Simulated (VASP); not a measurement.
# KVB3 (Pm-3m) in VASP: a series of runs

Runs on KVB3. Level: PBE. Tasks: single point.

All numbers are computed with VASP 6.6.1; they aren't measurements. Logs are shortened: lines on timing, memory, paths and dates and some standing lists are left out, and cuts for length are marked.

## (1) The crystal as given

Symmetry: Pm-3m, No. 221, cubic system. The conventional cell has a = 3.933 Å, b = 3.933 Å, c = 3.933 Å, α = 90.00°, β = 90.00°, γ = 90.00°. V (site symmetry m-3m) is surrounded by 6 B at 1.97 Å. B (site symmetry 4/mmm) has 2 V at 1.97 Å as nearest neighbours. Around K (site symmetry m-3m) lie 12 B at 2.78 Å.

The cell was built by a generator and needn't be a form met in nature.

## (2) Single point, PBE

File INCAR:

```
SYSTEM = KVB3
  PREC = Accurate
  ENCUT = 520
  EDIFF = 1E-6
  ISMEAR = -1
  SIGMA = 0.1
  LREAL = .False.
  LASPH = .True.
  NELM = 100
  ALGO = Normal
  ISIF = 2
  LWAVE = .False.
  LCHARG = .False.
  GGA = PE
  NBANDS = 24
```

File KPOINTS:

```
regular mesh
0
Gamma
  5 5 5
  0 0 0
```

File POSCAR:

```
KVB3
1.0
    3.9334650000      0.0000000000      0.0000000000
    0.0000000000      3.9334650000      0.0000000000
    0.0000000000      0.0000000000      3.9334650000
V B K
1 3 1
Direct
    0.5000000000      0.5000000000      0.5000000000
    0.5000000000      0.5000000000      0.0000000000
    0.0000000000      0.5000000000      0.5000000000
    0.5000000000      0.0000000000      0.5000000000
    0.0000000000      0.0000000000      0.0000000000
```

Potentials or basis: VASP PAW PBE potentials, release 64 (V_sv, B, K_sv).

On the command line:

```sh
$ cat potpaw_PBE.64/V_sv/POTCAR potpaw_PBE.64/B/POTCAR potpaw_PBE.64/K_sv/POTCAR > POTCAR
$ mpirun -np 1 vasp_std > vasp.out
```

OUTCAR:

```text
SYSTEM = KVB3
   PREC = Accurate
   ENCUT = 520
   EDIFF = 1E-6
   ISMEAR = -1
   LREAL = .False.
   LASPH = .True.
   NELM = 100
   ISIF = 2
   GGA = PE

 ion  position               nearest neighbor table
   1  0.500  0.500  0.500-   2 1.97   3 1.97   4 1.97   2 1.97   4 1.97   3 1.97
   2  0.500  0.500  0.000-   1 1.97   1 1.97   5 2.78   5 2.78   5 2.78   5 2.78
   3  0.000  0.500  0.500-   1 1.97   1 1.97   5 2.78   5 2.78   5 2.78   5 2.78
   4  0.500  0.000  0.500-   1 1.97   1 1.97   5 2.78   5 2.78   5 2.78   5 2.78
   5  0.000  0.000  0.000-   2 2.78   3 2.78   4 2.78   3 2.78   4 2.78   2 2.78   3 2.78   3 2.78
                             2 2.78   4 2.78   4 2.78   2 2.78

  LATTYP: Found a simple cubic cell.
 ALAT       =     3.9334650000

  Lattice vectors:

 A1 = (   3.9334650000,   0.0000000000,   0.0000000000)
 A2 = (   0.0000000000,   3.9334650000,   0.0000000000)
 A3 = (   0.0000000000,   0.0000000000,   3.9334650000)

Analysis of symmetry for initial positions (statically):
=====================================================================
 Subroutine PRICEL returns:
 Original cell was already a primitive cell.

 Routine SETGRP: Setting up the symmetry group for a
 simple cubic supercell.

 Subroutine GETGRP returns: Found 48 space group operations
 (whereof 48 operations were pure point group operations)
 out of a pool of 48 trial point group operations.

The static configuration has the point symmetry O_h .

Analysis of symmetry for dynamics (positions and initial velocities):
=====================================================================
 Subroutine PRICEL returns:
 Original cell was already a primitive cell.

 Routine SETGRP: Setting up the symmetry group for a
 simple cubic supercell.

 Subroutine GETGRP returns: Found 48 space group operations
 (whereof 48 operations were pure point group operations)
 out of a pool of 48 trial point group operations.

The dynamic configuration has the point symmetry O_h .

 Subroutine INISYM returns: Found 48 space group operations
 (whereof 48 operations are pure point group operations),
 and found     1 'primitive' translations

----------------------------------------------------------------------------------------

                                     Primitive cell

  volume of cell :      60.8591

  direct lattice vectors                    reciprocal lattice vectors
     3.933465000  0.000000000  0.000000000     0.254228778  0.000000000  0.000000000
     0.000000000  3.933465000  0.000000000     0.000000000  0.254228778  0.000000000
     0.000000000  0.000000000  3.933465000     0.000000000  0.000000000  0.254228778

  length of vectors
     3.933465000  3.933465000  3.933465000     0.254228778  0.254228778  0.254228778

  position of ions in fractional coordinates (direct lattice)
     0.500000000  0.500000000  0.500000000
     0.500000000  0.500000000  0.000000000
     0.000000000  0.500000000  0.500000000
     0.500000000  0.000000000  0.500000000
     0.000000000  0.000000000  0.000000000

  ion indices of the primitive-cell ions
   primitive index   ion index
                 1           1
                 2           2
                 3           3
                 4           4
                 5           5

----------------------------------------------------------------------------------------

 KPOINTS: regular mesh

Automatic generation of k-mesh.
 Grid dimensions read from file:
 generate k-points for:    5    5    5

 Generating k-lattice:

  Cartesian coordinates                     Fractional coordinates (reciprocal lattice)
     0.050845756  0.000000000  0.000000000     0.200000000  0.000000000  0.000000000
     0.000000000  0.050845756  0.000000000     0.000000000  0.200000000  0.000000000
     0.000000000  0.000000000  0.050845756     0.000000000  0.000000000  0.200000000

  Length of vectors
     0.050845756  0.050845756  0.050845756

  Shift w.r.t. Gamma in fractional coordinates (k-lattice)
     0.000000000  0.000000000  0.000000000

 Subroutine IBZKPT returns following result:
 ===========================================

 Found     10 irreducible k-points:

 Following reciprocal coordinates:
            Coordinates               Weight
  0.000000  0.000000  0.000000      1.000000
  0.200000  0.000000  0.000000      6.000000
  0.400000  0.000000  0.000000      6.000000
  0.200000  0.200000  0.000000     12.000000
  0.400000  0.200000  0.000000     24.000000
  0.400000  0.400000  0.000000     12.000000
  0.200000  0.200000  0.200000      8.000000
  0.400000  0.200000  0.200000     24.000000
  0.400000  0.400000  0.200000     24.000000
  0.400000  0.400000  0.400000      8.000000
   k-points           NKPTS =     10   k-points in BZ     NKDIM =     10   number of bands    NBANDS=     24
   number of dos      NEDOS =    301   number of ions     NIONS =      5
   total plane-waves  NPLWV =  27000
   dimension x,y,z NGX =    30 NGY =   30 NGZ =   30
   dimension x,y,z NGXF=    60 NGYF=   60 NGZF=   60
   ions per type =               1   3   1
   NGX,Y,Z   is equivalent  to a cutoff of  12.68, 12.68, 12.68 a.u.
   NGXF,Y,Z  is equivalent  to a cutoff of  25.36, 25.36, 25.36 a.u.
 SYSTEM =  KVB3
   PREC   = accura    normal or accurate (medium, high low for compatibility)
   ISTART =      0    job   : 0-new  1-cont  2-samecut
   ICHARG =      2    charge: 1-file 2-atom 10-const
   ISPIN  =      1    spin polarized calculation?
   LNONCOLLINEAR =      F non collinear calculations
   LSORBIT =      F    spin-orbit coupling
   LASPH  =      T    aspherical Exc in radial PAW
   ENCUT  =  520.0 eV  38.22 Ry    6.18 a.u.   7.31  7.31  7.31*2*pi/ulx,y,z
   NELM   =    100;   NELMIN=  2; NELMDL= -5     # of ELM steps
   EDIFF  = 0.1E-05   stopping-criterion for ELM
   LREAL  =      F    real-space projection
   EDIFFG = 0.1E-04   stopping-criterion for IOM
   NSW    =      0    number of steps for IOM
   IBRION =     -1    ionic relax: 0-MD 1-quasi-New 2-CG
   NFREE  =      0    steps in history (QN), initial steepest desc. (CG)
   ISIF   =      2    stress and relaxation
   ISYM   =      2    0-nonsym 1-usesym 2-fastsym
   POTIM  = 0.5000    time-step for ionic-motion
   TEBEG  =    0.0;   TEEND  =   0.0 temperature during run
   PSTRESS=    0.0 pullay stress
   NELECT =      31.0000    total number of electrons
   NUPDOWN=      -1.0000    fix difference up-down
   EMIN   =  10.00;   EMAX   =-10.00  energy-range for DOS
   EFERMI =   0.00;   METHOD = LEGACY
   ISMEAR =    -1;   SIGMA  =   0.10  broadening in eV -4-tet -1-fermi 0-gaus
   EFERMI_NEDOS =   21; number of points for ismear=-14 and -15
   IALGO  =     38    algorithm
   IMIX   =      4    mixing-type and parameters
     AMIX     =   0.40;   BMIX     =  1.00
     AMIX_MAG =   1.60;   BMIX_MAG =  1.00
  volume/ion in A,a.u.               =      12.17        82.14
  Fermi-wavevector in a.u.,A,eV,Ry     =   1.307435  2.470694 23.257612  1.709386
  Thomas-Fermi vector in A             =   2.438170
   LORBIT       =      0    0 simple, 1 ext, 2 COOP (PROOUT), +10 PAW based schemes
   GGA     = PE    functional components
   LHFCALC =     F    Hartree Fock is set to
   AEXX    =    0.0000 exact exchange contribution
   IVDW    =     0    specifies the selected vdW correction
   LEPSILON=     F    determine dielectric tensor
   LRPA    =     F    only Hartree local field effects (RPA)
 non-spin polarized calculation
  energy-cutoff  :      520.00
  volume of cell :       60.86
 maximum number of plane-waves:      1651
 NGX is ok and might be reduce to    30
   NGX = 15   NGY = 15   NGZ = 15

 number of electron      31.0000018 magnetization

 Free energy of the ion-electron system (eV)
  ---------------------------------------------------
  ext. energy  EPLUGINS =         0.00000000
  ---------------------------------------------------
  free energy    TOTEN  =       -23.30907557 eV

  energy without entropy =      -23.20893163  energy(sigma->0) =      -23.25900360

 E-fermi :   3.6662     XC(G=0): -11.0112

 val. band max:        3.5375526839   @ k =   0.0000   0.0000   0.0000
 cond. band min:       3.7231940834   @ k =   0.2000   0.2000   0.2000
 fundamental gap:      0.1856413995
 Fermi energy:         3.6662001873

 k-point     1 :       0.0000    0.0000    0.0000
  band No.  band energies     occupation
      1     -58.4828      2.00000
      2     -32.4942      2.00000
      3     -32.4942      2.00000
      4     -32.4942      2.00000
      5     -24.0464      2.00000
      6      -7.7310      2.00000
[... 16 lines left out ...]
     23       9.8876      0.00000
     24       9.8876      0.00000

 k-point     2 :       0.2000    0.0000    0.0000
  band No.  band energies     occupation
      1     -58.4829      2.00000
      2     -32.4937      2.00000
      3     -32.4937      2.00000
      4     -32.4937      2.00000
      5     -24.0377      2.00000
      6      -7.9938      2.00000
[... 16 lines left out ...]
     23       9.8494      0.00000
     24       9.8494      0.00000

 k-point     3 :       0.4000    0.0000    0.0000
  band No.  band energies     occupation
      1     -58.4832      2.00000
      2     -32.4929      2.00000
      3     -32.4929      2.00000
      4     -32.4929      2.00000
      5     -24.0235      2.00000
      6      -8.3404      2.00000
[... 16 lines left out ...]
     23       9.8776      0.00000
     24      10.1953      0.00000
[... 136 lines left out ...]
 k-point     9 :       0.4000    0.4000    0.2000
  band No.  band energies     occupation
      1     -58.4837      2.00000
      2     -32.4909      2.00000
      3     -32.4907      2.00000
      4     -32.4907      2.00000
      5     -23.9967      2.00000
      6      -8.1045      2.00000
[... 16 lines left out ...]
     23       9.7665      0.00000
     24      13.2616      0.00000

 k-point    10 :       0.4000    0.4000    0.4000
  band No.  band energies     occupation
      1     -58.4839      2.00000
      2     -32.4899      2.00000
      3     -32.4898      2.00000
      4     -32.4898      2.00000
      5     -23.9844      2.00000
      6      -8.0391      2.00000
[... 16 lines left out ...]
     23       9.9861      0.00000
     24      13.5920      0.00000

------------------------ aborting loop because EDIFF is reached ----------------------------------------

  FORCE on cell =-STRESS in cart. coord.  units (eV):
  Direction    XX          YY          ZZ          XY          YZ          ZX
  --------------------------------------------------------------------------------------
  -------------------------------------------------------------------------------------
  Total       10.2269234     10.2269234     10.2269234     -0.0000000     -0.0000000      0.0000000
  in kB      269.2338819    269.2338819    269.2338819     -0.0000000     -0.0000000      0.0000000
  external PRESSURE =     269.2338819 kB  Pullay stress =       0.0000000 kB

 VOLUME and BASIS-vectors are now :
 -----------------------------------------------------------------------------
  energy-cutoff  :      520.00
  volume of cell :       60.86
      direct lattice vectors                 reciprocal lattice vectors
     3.933465000  0.000000000  0.000000000     0.254228778  0.000000000  0.000000000
     0.000000000  3.933465000  0.000000000     0.000000000  0.254228778  0.000000000
     0.000000000  0.000000000  3.933465000     0.000000000  0.000000000  0.254228778

 POSITION                                       TOTAL-FORCE (eV/Angst)
 -----------------------------------------------------------------------------------
      1.96673      1.96673      1.96673         0.000000      0.000000      0.000000
      1.96673      1.96673      0.00000         0.000000      0.000000      0.000000
      0.00000      1.96673      1.96673         0.000000      0.000000      0.000000
      1.96673      0.00000      1.96673         0.000000      0.000000      0.000000
      0.00000      0.00000      0.00000         0.000000      0.000000      0.000000
 -----------------------------------------------------------------------------------
    total drift:                                0.000000      0.000000      0.000000

  FREE ENERGIE OF THE ION-ELECTRON SYSTEM (eV)
  ---------------------------------------------------
  free  energy   TOTEN  =       -23.3090755739 eV

  energy  without entropy=      -23.2089316348  energy(sigma->0) =      -23.25900360
```

Wall time 16 s (1 thread of Intel Xeon 6975P-C (Granite Rapids), shared host); peak memory 0.17 GiB.

Results:

| Item | Value |
| --- | --- |
| Free energy | -23.3091 eV |
| Pressure | 26.9 GPa |
| Band gap on the k mesh | none (metal or under the smearing width) |

Levels at points of the mesh, in eV from the Fermi level:
```
           k point  band 11  band 12  band 13  band 14  band 15  band 16  band 17  band 18  band 19  band 20
(0.00, 0.00, 0.00)    -4.24    -0.13    -0.13    -0.13     1.60     1.60     1.60     3.76     3.76     3.76
```

Caveat: so large a pressure means that the cell lies far from this level's equilibrium, or that cutoff or potentials fall short.

## (3) Single point, PBE

File INCAR:

```
SYSTEM = KVB3
PREC = Accurate ; ENCUT = 520
EDIFF = 1E-6 ; ISMEAR = -1
SIGMA = 0.1 ; LREAL = .FALSE.
LASPH = .TRUE. ; NELM = 80
ALGO = Fast ; ISIF = 2
LWAVE = .FALSE. ; LCHARG = .FALSE.
GGA = PE ; NBANDS = 24
```

File KPOINTS:

```
regular mesh
0
G
  5 5 5
  0 0 0
```

POSCAR is that of step 2.

Potentials or basis: VASP PAW PBE potentials, release 64 (V_sv, B, K_sv).

On the command line:

```sh
$ cat potpaw_PBE.64/V_sv/POTCAR potpaw_PBE.64/B/POTCAR potpaw_PBE.64/K_sv/POTCAR > POTCAR
$ mpirun -np 1 vasp_std > vasp.out
```

Wall time 17 s (1 thread of Intel Xeon 6975P-C (Granite Rapids), shared host); peak memory 0.16 GiB.

Results (log left out):

```
Free energy            : -23.3091 eV
Pressure               : 27.0 GPa
Band gap on the k mesh : none (metal or under the smearing width)
```

Levels at points of the mesh, in eV from the Fermi level:
| k point | band 12 | band 13 | band 14 | band 15 | band 16 | band 17 | band 18 | band 19 |
| --- | --- | --- | --- | --- | --- | --- | --- | --- |
| (0.00, 0.00, 0.00) | -0.13 | -0.13 | -0.13 | 1.60 | 1.60 | 1.60 | 3.77 | 3.77 |

Caveat: so large a pressure means that the cell lies far from this level's equilibrium, or that cutoff or potentials fall short.

## (4) Single point, PBE

File INCAR:

```
SYSTEM = KVB3
PREC     = Accurate       ! precision mode
ENCUT    = 520            ! plane-wave cutoff, eV
EDIFF    = 1E-7           ! SCF threshold, eV
ISMEAR   = -1             ! smearing method
SIGMA    = 0.05           ! smearing width, eV
LREAL    = .False.        ! projectors in reciprocal space
LASPH    = .True.         ! aspherical terms in the spheres
NELM     = 100            ! most SCF steps
ALGO     = Normal         ! electronic algorithm
ISIF     = 2              ! what is computed and relaxed
LWAVE    = .False.        ! write WAVECAR
LCHARG   = .False.        ! write CHGCAR
GGA      = PE             ! functional
NBANDS   = 24             ! bands
```

File KPOINTS:

```
Automatic mesh
0
Gamma
  5 5 5
  0 0 0
```

POSCAR is that of step 3.

Potentials or basis: VASP PAW PBE potentials, release 64 (V_sv, B, K_sv).

On the command line:

```sh
$ cat potpaw_PBE.64/V_sv/POTCAR potpaw_PBE.64/B/POTCAR potpaw_PBE.64/K_sv/POTCAR > POTCAR
$ mpirun -np 1 vasp_std > vasp.out
```

OUTCAR:

```text
SYSTEM = KVB3
   PREC = Accurate
   ENCUT = 520
   EDIFF = 1E-7
   ISMEAR = -1
   LREAL = .False.
   LASPH = .True.
   NELM = 100
   ISIF = 2
   GGA = PE

 ion  position               nearest neighbor table
   1  0.500  0.500  0.500-   2 1.97   3 1.97   4 1.97   2 1.97   4 1.97   3 1.97
   2  0.500  0.500  0.000-   1 1.97   1 1.97   5 2.78   5 2.78   5 2.78   5 2.78
   3  0.000  0.500  0.500-   1 1.97   1 1.97   5 2.78   5 2.78   5 2.78   5 2.78
   4  0.500  0.000  0.500-   1 1.97   1 1.97   5 2.78   5 2.78   5 2.78   5 2.78
   5  0.000  0.000  0.000-   2 2.78   3 2.78   4 2.78   3 2.78   4 2.78   2 2.78   3 2.78   3 2.78
[... 459 lines left out ...]
  -------------------------------------------------------------------------------------
  Total       10.2498981     10.2498981     10.2498981     -0.0000000      0.0000000     -0.0000000
  in kB      269.8387149    269.8387149    269.8387149     -0.0000000      0.0000000     -0.0000000
  external PRESSURE =     269.8387149 kB  Pullay stress =       0.0000000 kB

 VOLUME and BASIS-vectors are now :
 -----------------------------------------------------------------------------
  energy-cutoff  :      520.00
  volume of cell :       60.86
      direct lattice vectors                 reciprocal lattice vectors
     3.933465000  0.000000000  0.000000000     0.254228778  0.000000000  0.000000000
     0.000000000  3.933465000  0.000000000     0.000000000  0.254228778  0.000000000
     0.000000000  0.000000000  3.933465000     0.000000000  0.000000000  0.254228778

 POSITION                                       TOTAL-FORCE (eV/Angst)
 -----------------------------------------------------------------------------------
      1.96673      1.96673      1.96673         0.000000      0.000000      0.000000
      1.96673      1.96673      0.00000         0.000000      0.000000      0.000000
      0.00000      1.96673      1.96673         0.000000      0.000000      0.000000
      1.96673      0.00000      1.96673         0.000000      0.000000      0.000000
      0.00000      0.00000      0.00000         0.000000      0.000000      0.000000
 -----------------------------------------------------------------------------------
    total drift:                                0.000000      0.000000      0.000000

  FREE ENERGIE OF THE ION-ELECTRON SYSTEM (eV)
  ---------------------------------------------------
  free  energy   TOTEN  =       -23.2713406119 eV

  energy  without entropy=      -23.2472718257  energy(sigma->0) =      -23.25930622
```

OSZICAR:

```text
N       E                     dE             d eps       ncg     rms          rms(c)
DAV:   1     0.273088812603E+03    0.27309E+03   -0.16302E+04   488   0.128E+03
DAV:   2    -0.133636177294E+02   -0.28645E+03   -0.27159E+03   536   0.384E+02
DAV:   3    -0.250447216719E+02   -0.11681E+02   -0.11433E+02   624   0.775E+01
DAV:   4    -0.254848655638E+02   -0.44014E+00   -0.43980E+00   744   0.116E+01
DAV:   5    -0.254867250756E+02   -0.18595E-02   -0.18592E-02   616   0.839E-01    0.364E+01
DAV:   6    -0.248275713113E+02    0.65915E+00   -0.13839E+01   520   0.358E+01    0.109E+01
DAV:   7    -0.238784092738E+02    0.94916E+00   -0.12056E+01   560   0.337E+01    0.175E+01
DAV:   8    -0.232827794322E+02    0.59563E+00   -0.13384E+00   512   0.110E+01    0.313E+00
DAV:   9    -0.232766415323E+02    0.61379E-02   -0.18516E-01   600   0.349E+00    0.118E+00
DAV:  10    -0.232714372460E+02    0.52043E-02   -0.20876E-02   552   0.132E+00    0.206E-01
DAV:  11    -0.232713757727E+02    0.61473E-04   -0.10949E-03   544   0.214E-01    0.181E-01
DAV:  12    -0.232713612200E+02    0.14553E-04   -0.61425E-04   712   0.196E-01    0.370E-02
DAV:  13    -0.232713526614E+02    0.85586E-05   -0.32997E-05   600   0.403E-02    0.292E-02
DAV:  14    -0.232713449854E+02    0.76760E-05   -0.11462E-05   592   0.187E-02    0.378E-02
DAV:  15    -0.232713406798E+02    0.43056E-05   -0.16810E-05   560   0.339E-02    0.404E-03
DAV:  16    -0.232713406119E+02    0.67899E-07   -0.93013E-07   496   0.781E-03
   1 F= -.23271341E+02 E0= -.23259306E+02  d E =-.240688E-01
```

stdout:

```text
POSCAR found type information on POSCAR V B K
 POSCAR found :  3 types and       5 ions
 scaLAPACK will be used
 LDA part: xc-table for (Slater+PW92), standard interpolation
 POSCAR, INCAR and KPOINTS ok, starting setup
 FFT: planning ... GRIDC
 FFT: planning ... GRID_SOFT
 FFT: planning ... GRID
 WAVECAR not read
 entering main loop
```

Wall time 10 s (1 thread of Intel Xeon 6975P-C (Granite Rapids), shared host); peak memory 0.17 GiB.

What came out:

| Property | Result |
| --- | --- |
| Free energy | -23.2713 eV |
| Pressure | 27.0 GPa |
| Band gap on the k mesh | none (metal or under the smearing width) |

Caveat: so large a pressure means that the cell lies far from this level's equilibrium, or that cutoff or potentials fall short.
